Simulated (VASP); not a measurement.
Data:

```xyz
2
Lattice="1.4900 -2.5808 0.0000 1.4900 2.5808 0.0000 0.0000 0.0000 5.6200" Properties=species:S:1:pos:R:3 pbc="T T T"
Cd     1.4900     0.8603     1.4050
Cd     1.4900    -0.8603     4.2150
```

Computed with PBE GGA, VASP's PBE PAW potentials (set 64) (plane waves; VASP). Run with 520 eV cut-off, 13×13×6 Γ-centred mesh, first-order Methfessel-Paxton smearing of 0.10 eV, potentials Cd.

Energy and stress use the plane-wave basis of the starting cell.

Question: The ions, cell shape and volume are relaxed. Give the cell that the relaxation ends in.

Answer: 
```xyz
2
Lattice="1.5253 -2.6419 0.0000 1.5253 2.6419 0.0000 0.0000 0.0000 5.6786" Properties=species:S:1:pos:R:3 pbc="T T T"
Cd     1.5253     0.8806     1.4197
Cd     1.5253    -0.8806     4.2590
```
Space group P6_3/mmc (194), at a tolerance of 0.03 Å.

Question: How do energy and volume change from the first to the last step?

Answer: The energy (σ→0) changes by -11.9 meV/atom and the volume by +5.9 %, in 6 ionic steps.

The compound is Cd in the hcp structure. This run relaxes it. Symmetry was kept, so distortions that lower it aren't found.
